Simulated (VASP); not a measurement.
InAs:

```xyz
2
Lattice="0.0000 3.0180 3.0180 3.0180 0.0000 3.0180 3.0180 3.0180 0.0000" Properties=species:S:1:pos:R:3 pbc="T T T"
In    0.0000    0.0000    0.0000
As    1.5090    1.5090    1.5090
```

| Property | Result |
| --- | --- |
| Program | VASP 6.6.1 |
| Task | relaxation of cell and atoms |
| Functional | r2SCAN |
| Potentials or basis | VASP PAW PBE potentials, release 64 (In_d, As) |
| Cutoff | 600 eV |
| k mesh | 10 × 10 × 10 |
| Occupations | gaussian, width 0.03 eV |
| Spin | no spin polarisation |

At the start: pressure 2.3 GPa; volume 27.49 Å³/atom.

Question: Where does the relaxation end?

Answer: Over 3 steps the energy falls by 6.9 meV/atom and the volume is 28.52 Å³/atom (+3.7 %); space group F-43m (No. 216, to 0.05 Å).

The path:
| step | energy change (eV) | largest force (eV/Å) | pressure (GPa) | volume (Å³) |
| --- | --- | --- | --- | --- |
| 1 | 0.0000 | 0.0000 | 2.29 | 54.98 |
| 2 | -0.0100 | 0.0000 | -1.84 | 58.16 |
| 3 | -0.0139 | 0.0000 | -0.03 | 57.03 |

Final structure:
```yaml
crystal:
  lattice:
    - [0.00000, 3.05513, 3.05513]
    - [3.05513, 0.00000, 3.05513]
    - [3.05513, 3.05513, 0.00000]
  atoms:
    - { symbol: In, position: [0.00000, 0.00000, 0.00000] }
    - { symbol: As, position: [0.25000, 0.25000, 0.25000] }
```

Caveat: the PAW data sets were made with another functional, which shifts forces and pressure a little.
